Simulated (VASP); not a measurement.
An input for Quantum ESPRESSO's pw.x (written as the equivalent of a VASP run, and not itself run):

```
&CONTROL
  calculation = 'scf'
  pseudo_dir = './pseudo'
  outdir = './out'
  tprnfor = .true.
  tstress = .true.
/
&SYSTEM
  ibrav = 0
  nat = 2
  ntyp = 2
  ecutwfc = 88
  occupations = 'smearing'
  smearing = 'gaussian'
  degauss = 0.003675
  input_dft = 'pbe'
/
&ELECTRONS
  conv_thr = 7.3e-09
  electron_maxstep = 100
/
ATOMIC_SPECIES
  Na 22.990 Na.upf
  I 126.904 I.upf
CELL_PARAMETERS angstrom
     0.0000000    3.2240810    3.2240810
     3.2240810    0.0000000    3.2240810
     3.2240810    3.2240810    0.0000000
ATOMIC_POSITIONS crystal
  Na   0.0000000  0.0000000  0.0000000
  I    0.5000000  0.5000000  0.5000000
K_POINTS automatic
  6 6 6 0 0 0
```

**Question.** Write the VASP files for the same calculation (PBE).

**Answer.** One answer among several that fit: 
### POSCAR
```
NaI
1
    0.0000000000     3.2240809962     3.2240809962
    3.2240809962     0.0000000000     3.2240809962
    3.2240809962     3.2240809962     0.0000000000
Na I
1 1
Direct
  0.0000000000   0.0000000000   0.0000000000
  0.5000000000   0.5000000000   0.5000000000
```

KPOINTS:
```
Automatic mesh
0
Gamma
6 6 6
0 0 0
```

**INCAR**
```
ALGO=Normal
EDIFF=1E-7
ENCUT=480
GGA=PE
ISIF=2
ISMEAR=0
LASPH=.TRUE.
LCHARG=.FALSE.
LMAXMIX=4
LREAL=.FALSE.
LWAVE=.FALSE.
NELM=100
PREC=Accurate
SIGMA=0.05
SYSTEM=NaI
```

POTCAR, in this order: Na_pv I (PBE.64 set). Program: vasp_std.

The two are equivalent in intent, not identical: the potentials are each code's own (VASP's PAW set, PseudoDojo norm-conserving files in pw.x), so ENCUT and ecutwfc are chosen apart and not converted; conv_thr bounds pw.x's estimated SCF error, while EDIFF bounds the energy change between steps.

The compound is NaI in the rock salt structure. This cell was strained or had an atom moved on purpose.
